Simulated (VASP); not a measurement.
These are rev-vdW-DF2, VASP's PBE PAW potentials (set 64) (plane waves; VASP) values and carry that method's errors.

The input files of a VASP run:

**INCAR**
```
SYSTEM=NiSb
PREC=Accurate; ENCUT=520; LREAL=.False.
LASPH=.True.
EDIFF=1E-7; NELM=100; ALGO=Normal
LMAXMIX=4
ISMEAR=1; SIGMA=0.1
GGA=MK; LUSE_VDW=.True.; AGGAC=0.0
PARAM1=0.1234568; PARAM2=0.7114; ZAB_VDW=-1.8867
IBRION=2; NSW=30; ISIF=4
EDIFFG=-0.01
LWAVE=.False.; LCHARG=.False.
```

File KPOINTS:
```
Automatic mesh
0
Gamma
9 9 6
0 0 0
```

POSCAR:
```
NiSb
1
    1.9755029765    -3.4216716916     0.0000000000
    1.9755029765     3.4216716916     0.0000000000
    0.0000000000     0.0000000000     5.1507935086
Ni Sb
2 2
Direct
  0.0000000000   0.0000000000   0.5000000000
  0.0000000000   0.0000000000   0.0000000000
  0.3333330000   0.6666670000   0.2500000000
  0.6666670000   0.3333330000   0.7500000000
```

POTCAR, in this order: Ni Sb (PBE.64 set). Program: vasp_std.

Output of the run:

**OUTCAR**
```
 ion  position               nearest neighbor table
   1  0.000  0.000  0.500-   2 2.58   2 2.58   4 2.62   3 2.62   4 2.62   3 2.62   4 2.62   3 2.62
  LATTYP: Found a hexagonal cell.
 ALAT       =     3.9510060966
 C/A-ratio  =     1.3036663024
 Subroutine PRICEL returns:
 Original cell was already a primitive cell.
 Subroutine GETGRP returns: Found 24 space group operations
The static configuration has the point symmetry D_3d.
 The point group associated with its full space group is D_6h.
The dynamic configuration has the point symmetry D_3d.
 Subroutine INISYM returns: Found 24 space group operations
 Subroutine IBZKPT returns following result:
 Found     48 irreducible k-points:

 Following reciprocal coordinates:
            Coordinates               Weight
  0.000000  0.000000  0.000000      1.000000
  0.111111  0.000000  0.000000      6.000000
  0.222222  0.000000  0.000000      6.000000
  0.333333  0.000000  0.000000      6.000000
  0.444444  0.000000  0.000000      6.000000
  0.111111  0.111111  0.000000      6.000000
  0.222222  0.111111  0.000000     12.000000
  0.333333  0.111111  0.000000     12.000000
  0.444444  0.111111  0.000000      6.000000
  0.222222  0.222222  0.000000      6.000000
  0.333333  0.222222  0.000000     12.000000
  0.333333  0.333333  0.000000      2.000000
  0.000000  0.000000  0.166667      2.000000
  0.111111  0.000000  0.166667     12.000000
  0.222222  0.000000  0.166667     12.000000
  0.333333  0.000000  0.166667     12.000000
  0.444444  0.000000  0.166667     12.000000
  0.111111  0.111111  0.166667     12.000000
  0.222222  0.111111  0.166667     24.000000
  0.333333  0.111111  0.166667     24.000000
  0.444444  0.111111  0.166667     12.000000
  0.222222  0.222222  0.166667     12.000000
  0.333333  0.222222  0.166667     24.000000
  0.333333  0.333333  0.166667      4.000000
  0.000000  0.000000  0.333333      2.000000
  0.111111  0.000000  0.333333     12.000000
  0.222222  0.000000  0.333333     12.000000
  0.333333  0.000000  0.333333     12.000000
  0.444444  0.000000  0.333333     12.000000
  0.111111  0.111111  0.333333     12.000000
  0.222222  0.111111  0.333333     24.000000
  0.333333  0.111111  0.333333     24.000000
  0.444444  0.111111  0.333333     12.000000
  0.222222  0.222222  0.333333     12.000000
  0.333333  0.222222  0.333333     24.000000
  0.333333  0.333333  0.333333      4.000000
  0.000000  0.000000  0.500000      1.000000
  0.111111  0.000000  0.500000      6.000000
  0.222222  0.000000  0.500000      6.000000
  0.333333  0.000000  0.500000      6.000000
   k-points           NKPTS =     48   k-points in BZ     NKDIM =     48   number of bands    NBANDS=     19
   number of dos      NEDOS =    301   number of ions     NIONS =      4
   total plane-waves  NPLWV =  36000
   dimension x,y,z NGX =    30 NGY =   30 NGZ =   40
   dimension x,y,z NGXF=    60 NGYF=   60 NGZF=   80
   ions per type =               2   2
   PREC   = accura    normal or accurate (medium, high low for compatibility)
   ISTART =      0    job   : 0-new  1-cont  2-samecut
   ICHARG =      2    charge: 1-file 2-atom 10-const
   ISPIN  =      1    spin polarized calculation?
   LNONCOLLINEAR =      F non collinear calculations
   LSORBIT =      F    spin-orbit coupling
   INIWAV =      1    electr: 0-lowe 1-rand  2-diag
   ENCUT  =  520.0 eV  38.22 Ry    6.18 a.u.   7.35  7.35  9.58*2*pi/ulx,y,z
   NELM   =    100;   NELMIN=  2; NELMDL= -5     # of ELM steps
   EDIFF  = 0.1E-06   stopping-criterion for ELM
   LREAL  =      F    real-space projection
   NLSPLINE    = F    spline interpolate recip. space projectors
...
```

File OSZICAR:
```
       N       E                     dE             d eps       ncg     rms          rms(c)
DAV:   1     0.178479597473E+03    0.17848E+03   -0.12566E+04  1824   0.162E+03
DAV:   2    -0.441292993176E+01   -0.18289E+03   -0.17811E+03  1836   0.322E+02
DAV:   3    -0.134019628799E+02   -0.89890E+01   -0.86894E+01  2098   0.880E+01
DAV:   4    -0.136598140362E+02   -0.25785E+00   -0.25646E+00  2053   0.138E+01
DAV:   5    -0.136679126938E+02   -0.80987E-02   -0.80968E-02  2269   0.257E+00    0.127E+01
DAV:   6    -0.161707542134E+02   -0.25028E+01   -0.33197E+01  2000   0.105E+02    0.167E+01
DAV:   7    -0.123483942584E+02    0.38224E+01   -0.12521E+01  1980   0.736E+01    0.358E+00
DAV:   8    -0.123974810516E+02   -0.49087E-01   -0.14572E+00  2481   0.109E+01    0.259E+00
DAV:   9    -0.123389070004E+02    0.58574E-01   -0.25206E-01  2040   0.857E+00    0.590E-01
DAV:  10    -0.123394476876E+02   -0.54069E-03   -0.76824E-03  1980   0.838E-01    0.458E-01
DAV:  11    -0.123389799478E+02    0.46774E-03   -0.70478E-04  2189   0.228E-01    0.137E-01
DAV:  12    -0.123388042854E+02    0.17566E-03   -0.56469E-04  2589   0.389E-01    0.337E-02
DAV:  13    -0.123388084647E+02   -0.41794E-05   -0.62172E-05  1941   0.622E-02    0.275E-02
DAV:  14    -0.123388077246E+02    0.74008E-06   -0.17168E-06  2594   0.129E-02    0.842E-03
DAV:  15    -0.123388076488E+02    0.75866E-07   -0.28621E-07  1559   0.415E-03
   1 F= -.12338808E+02 E0= -.12338453E+02  d E =-.123388E+02
       N       E                     dE             d eps       ncg     rms          rms(c)
DAV:   1    -0.123392443466E+02   -0.43662E-03   -0.10130E-02  1896   0.816E-01    0.124E-01
DAV:   2    -0.123390700821E+02    0.17426E-03   -0.59244E-04  2395   0.441E-01    0.908E-02
DAV:   3    -0.123390166073E+02    0.53475E-04   -0.63258E-04  2024   0.484E-01    0.710E-02
DAV:   4    -0.123389392430E+02    0.77364E-04   -0.16196E-04  2323   0.226E-01    0.777E-03
DAV:   5    -0.123389398695E+02   -0.62649E-06   -0.18179E-05  1955   0.553E-02    0.475E-03
DAV:   6    -0.123389397034E+02    0.16611E-06   -0.76886E-07  2509   0.124E-02    0.274E-03
DAV:   7    -0.123389396623E+02    0.41152E-07   -0.72060E-08   990   0.241E-03
   2 F= -.12338940E+02 E0= -.12338588E+02  d E =-.132013E-03
       N       E                     dE             d eps       ncg     rms          rms(c)
DAV:   1    -0.123391008385E+02   -0.16114E-03   -0.48456E-03  1899   0.564E-01    0.860E-02
DAV:   2    -0.123390173917E+02    0.83447E-04   -0.28248E-04  2373   0.305E-01    0.627E-02
DAV:   3    -0.123389923152E+02    0.25077E-04   -0.30319E-04  2016   0.335E-01    0.493E-02
DAV:   4    -0.123389551663E+02    0.37149E-04   -0.77824E-05  2323   0.156E-01    0.548E-03
DAV:   5    -0.123389554635E+02   -0.29718E-06   -0.87025E-06  1949   0.382E-02    0.331E-03
DAV:   6    -0.123389553757E+02    0.87736E-07   -0.35498E-07  1699   0.892E-03
   3 F= -.12338955E+02 E0= -.12338605E+02  d E =-.147727E-03
```

OUTCAR:
```
------------------------ aborting loop because EDIFF is reached ----------------------------------------
  FORCE on cell =-STRESS in cart. coord.  units (eV):
  Direction    XX          YY          ZZ          XY          YZ          ZX
  --------------------------------------------------------------------------------------
  Total       -0.1232824     -0.1232824     -0.1286717      0.0000000      0.0000000     -0.0000000
  in kB       -2.8365566     -2.8365569     -2.9605563      0.0000000      0.0000000     -0.0000000
  external PRESSURE =      -2.8778899 kB  Pullay stress =       0.0000000 kB
  volume of cell :       69.63
      direct lattice vectors                 reciprocal lattice vectors
     1.977535067 -3.425191376  0.000000000     0.252840017 -0.145977245 -0.000000000
     1.977535067  3.425191376 -0.000000000     0.252840017  0.145977245 -0.000000000
     0.000000000  0.000000000  5.140213163     0.000000000  0.000000000  0.194544461
 POSITION                                       TOTAL-FORCE (eV/Angst)
 -----------------------------------------------------------------------------------
      0.00000      0.00000      2.57011         0.000000     -0.000000     -0.000000
      0.00000     -0.00000      0.00000        -0.000000     -0.000000     -0.000000
      1.97754      1.14173      1.28505         0.000000      0.000000      0.000000
      1.97754     -1.14173      3.85516        -0.000000     -0.000000     -0.000000
 -----------------------------------------------------------------------------------
    total drift:                                0.000000      0.000000      0.000000
  FREE ENERGIE OF THE ION-ELECTRON SYSTEM (eV)
  ---------------------------------------------------
  free  energy   TOTEN  =       -12.3389553757 eV

  energy  without entropy=      -12.3379045025  energy(sigma->0) =      -12.33860508

 reached required accuracy - stopping structural energy minimisation
```
(Selected blocks of OUTCAR.)

File CONTCAR:
```
NiSb
   1.00000000000000
     1.9775350673238126   -3.4251913759653951    0.0000000000000000
     1.9775350673238126    3.4251913759653951   -0.0000000000000000
     0.0000000000000000    0.0000000000000000    5.1402131633535868
  Ni              Sb
     2     2
Direct
     0.0000000000000000    0.0000000000000000    0.5000000000000000
     0.0000000000000000    0.0000000000000000    0.0000000000000000
     0.3333330000000032    0.6666669999999968    0.2500000000000000
     0.6666669999999968    0.3333330000000032    0.7500000000000000
```

The compound is NiSb in the NiAs type structure. This run relaxes it. Symmetry was kept, so distortions that lower it aren't found. The run is not spin-polarised, so no magnetic state was tried.
